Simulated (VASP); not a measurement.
These are r2SCAN meta-GGA, VASP's PBE PAW potentials (set 64) (plane waves; VASP) values and carry that method's errors.

VASP ran on this input.

**INCAR**
```
! general
SYSTEM =TiCo
PREC   =Accurate
ENCUT  =520
LREAL  =F
LASPH  =T

! electronic loop
EDIFF  =1E-6
NELM   =100
ALGO   =Normal
LMAXMIX=4
LMIXTAU=T

! smearing
ISMEAR =1
SIGMA  =0.1

! functional
METAGGA=R2SCAN

! ions
IBRION =2
NSW    =60
ISIF   =3
EDIFFG =-0.01

! output
LWAVE  =F
LCHARG =F
```

### KPOINTS
```
Automatic
0
Gamma
11 11 11
0 0 0
```

POSCAR:
```
TiCo
1
    2.9543116055    -0.0000000000     0.0000000000
   -0.0000000000     2.9543116055     0.0000000000
   -0.0000000000     0.0000000000     2.9543116055
Ti Co
1 1
Direct
  0.0000000000   0.0000000000   1.0000000000
  0.5000000000   0.5000000000   0.5000000000
```

POTCAR, in this order: Ti_sv Co (PBE.64 set). Program: vasp_std.

Output of the run:

**OSZICAR**
```
       N       E                     dE             d eps       ncg     rms          rms(c)
DAV:   1     0.141784638359E+03    0.14178E+03   -0.10835E+04  1568   0.195E+03
DAV:   2    -0.238473327368E+02   -0.16563E+03   -0.16273E+03  1586   0.420E+02
DAV:   3    -0.337624804425E+02   -0.99151E+01   -0.98417E+01  2572   0.113E+02
DAV:   4    -0.340228496215E+02   -0.26037E+00   -0.25920E+00  1906   0.152E+01
DAV:   5    -0.340327890234E+02   -0.99394E-02   -0.99390E-02  2318   0.274E+00    0.161E+01
DAV:   6    -0.290797409057E+02    0.49530E+01   -0.39078E+01  1874   0.102E+02    0.136E+01
DAV:   7    -0.274556290597E+02    0.16241E+01   -0.23477E+01  2406   0.588E+01    0.119E+01
DAV:   8    -0.267460121457E+02    0.70962E+00   -0.64309E+00  2360   0.280E+01    0.211E+00
DAV:   9    -0.267064989296E+02    0.39513E-01   -0.27978E-01  1808   0.595E+00    0.181E+00
DAV:  10    -0.266876564841E+02    0.18842E-01   -0.33775E-01  1912   0.856E+00    0.893E-01
DAV:  11    -0.267071180648E+02   -0.19462E-01   -0.81151E-02  1640   0.386E+00    0.231E-01
DAV:  12    -0.267152359610E+02   -0.81179E-02   -0.17586E-02  1788   0.162E+00    0.934E-02
DAV:  13    -0.267150329235E+02    0.20304E-03   -0.32065E-03  1894   0.508E-01    0.101E-01
DAV:  14    -0.267152812075E+02   -0.24828E-03   -0.72732E-04  1816   0.296E-01    0.467E-02
DAV:  15    -0.267154114715E+02   -0.13026E-03   -0.27805E-04  2120   0.193E-01    0.196E-02
DAV:  16    -0.267153996826E+02    0.11789E-04   -0.63473E-05  2158   0.112E-01    0.271E-02
DAV:  17    -0.267154030351E+02   -0.33525E-05   -0.24211E-05  2190   0.698E-02    0.586E-03
DAV:  18    -0.267154030662E+02   -0.31146E-07   -0.15502E-06   932   0.177E-02
   1 F= -.26715403E+02 E0= -.26715267E+02  d E =-.267154E+02
       N       E                     dE             d eps       ncg     rms          rms(c)
DAV:   1    -0.267209690692E+02   -0.55660E-02   -0.12266E-01  1664   0.575E+00    0.687E-01
DAV:   2    -0.267367029823E+02   -0.15734E-01   -0.18177E-01  2134   0.537E+00    0.159E+00
DAV:   3    -0.267153130621E+02    0.21390E-01   -0.12120E-01  2294   0.409E+00    0.179E-01
DAV:   4    -0.267152313061E+02    0.81756E-04   -0.18525E-03  1672   0.405E-01    0.121E-01
DAV:   5    -0.267151912886E+02    0.40018E-04   -0.58774E-04  2374   0.235E-01    0.249E-02
DAV:   6    -0.267152753875E+02   -0.84099E-04   -0.49544E-04  2134   0.207E-01    0.533E-02
DAV:   7    -0.267152435264E+02    0.31861E-04   -0.62062E-05  1824   0.105E-01    0.594E-02
DAV:   8    -0.267152617521E+02   -0.18226E-04   -0.15102E-04  2312   0.142E-01    0.813E-03
DAV:   9    -0.267152613875E+02    0.36457E-06   -0.57139E-06  1580   0.329E-02
   2 F= -.26715261E+02 E0= -.26715126E+02  d E =0.141679E-03
       N       E                     dE             d eps       ncg     rms          rms(c)
DAV:   1    -0.267169499298E+02   -0.16882E-02   -0.33430E-02  1658   0.302E+00    0.355E-01
DAV:   2    -0.267213442291E+02   -0.43943E-02   -0.50275E-02  2146   0.278E+00    0.867E-01
DAV:   3    -0.267154304526E+02    0.59138E-02   -0.34956E-02  2316   0.213E+00    0.916E-02
DAV:   4    -0.267154130999E+02    0.17353E-04   -0.48605E-04  1684   0.208E-01    0.666E-02
DAV:   5    -0.267153943394E+02    0.18761E-04   -0.16108E-04  2376   0.122E-01    0.138E-02
DAV:   6    -0.267154190053E+02   -0.24666E-04   -0.15868E-04  2170   0.117E-01    0.289E-02
DAV:   7    -0.267154064544E+02    0.12551E-04   -0.15409E-05  1848   0.511E-02    0.323E-02
DAV:   8    -0.267154102252E+02   -0.37708E-05   -0.38993E-05  2252   0.707E-02    0.451E-03
DAV:   9    -0.267154098557E+02    0.36953E-06   -0.14021E-06   796   0.172E-02
   3 F= -.26715410E+02 E0= -.26715275E+02  d E =-.678946E-05
       N       E                     dE             d eps       ncg     rms          rms(c)
DAV:   1    -0.267156784086E+02   -0.26818E-03   -0.54409E-03  1664   0.121E+00    0.145E-01
DAV:   2    -0.267164177587E+02   -0.73935E-03   -0.83499E-03  2160   0.113E+00    0.355E-01
DAV:   3    -0.267154284304E+02    0.98933E-03   -0.57325E-03  2316   0.868E-01    0.367E-02
DAV:   4    -0.267154252270E+02    0.32034E-05   -0.81520E-05  1666   0.841E-02    0.268E-02
DAV:   5    -0.267154218037E+02    0.34234E-05   -0.26683E-05  2350   0.502E-02    0.558E-03
DAV:   6    -0.267154253245E+02   -0.35209E-05   -0.24718E-05  2080   0.462E-02    0.110E-02
DAV:   7    -0.267154231443E+02    0.21802E-05   -0.26993E-06  1142   0.221E-02    0.126E-02
DAV:   8    -0.267154235694E+02   -0.42506E-06   -0.61013E-06  1512   0.302E-02
   4 F= -.26715424E+02 E0= -.26715288E+02  d E =-.205031E-04
```

**OUTCAR**
```
------------------------ aborting loop because EDIFF is reached ----------------------------------------
  FORCE on cell =-STRESS in cart. coord.  units (eV):
  Direction    XX          YY          ZZ          XY          YZ          ZX
  --------------------------------------------------------------------------------------
  Total        0.0072270      0.0072270      0.0072270      0.0000000      0.0000000      0.0000000
  in kB        0.4495877      0.4495877      0.4495877      0.0000000      0.0000000      0.0000000
  external PRESSURE =       0.4495877 kB  Pullay stress =       0.0000000 kB
  volume of cell :       25.75
      direct lattice vectors                 reciprocal lattice vectors
     2.953149988 -0.000000000 -0.000000000     0.338621473 -0.000000000  0.000000000
     0.000000000  2.953149988  0.000000000     0.000000000  0.338621473  0.000000000
    -0.000000000  0.000000000  2.953149988     0.000000000 -0.000000000  0.338621473
 POSITION                                       TOTAL-FORCE (eV/Angst)
 -----------------------------------------------------------------------------------
      0.00000      0.00000      0.00000        -0.000000      0.000000      0.000000
      1.47657      1.47657      1.47657         0.000000      0.000000      0.000000
 -----------------------------------------------------------------------------------
    total drift:                                0.000000      0.000000     -0.000000
  FREE ENERGIE OF THE ION-ELECTRON SYSTEM (eV)
  ---------------------------------------------------
  free  energy   TOTEN  =       -26.7154235694 eV

  energy  without entropy=      -26.7150176198  energy(sigma->0) =      -26.71528825

 reached required accuracy - stopping structural energy minimisation
```
(Selected blocks of OUTCAR.)

File CONTCAR:
```
TiCo
   1.00000000000000
     2.9531499884222949   -0.0000000000000000   -0.0000000000000000
     0.0000000000000000    2.9531499884222949    0.0000000000000000
    -0.0000000000000000    0.0000000000000000    2.9531499884222949
  Ti              Co
     1     1
Direct
     0.0000000000000000    0.0000000000000000    0.0000000000000000
     0.5000000000000000    0.5000000000000000    0.5000000000000000
```

The compound is TiCo in the CsCl type structure. This run relaxes it. Symmetry was kept, so distortions that lower it aren't found. The start is the result of an earlier pass. The run is not spin-polarised, so no magnetic state was tried. The electron count is odd and the run is not spin-polarised, which forces a metal.
